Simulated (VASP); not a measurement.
Input:

```xyz
2
Lattice="0.0000 2.1232 2.1232 2.1232 0.0000 2.1232 2.1232 2.1232 0.0000" Properties=species:S:1:pos:R:3 pbc="T T T"
Ti     0.0000     0.0000     0.0000
C      2.1232     2.1232     2.1232
```

The numbers are results of AM05 GGA, VASP's PBE PAW potentials (set 64) (plane waves; VASP), not measurements. Settings: 520 eV cut-off, 15×15×15 Γ-centred mesh, first-order Methfessel-Paxton smearing of 0.10 eV, potentials Ti_sv C.

**Question.** Give the stress tensor in GPa (positive for a compressed cell).

**Answer.** 
```
8.45  0.00  0.00
0.00  8.45  0.00
0.00  0.00  8.45
```
The pressure is its mean diagonal, 8.45 GPa.

The compound is TiC in the rock salt structure. This cell is one point of a volume scan, at 0.97 of the reference volume.
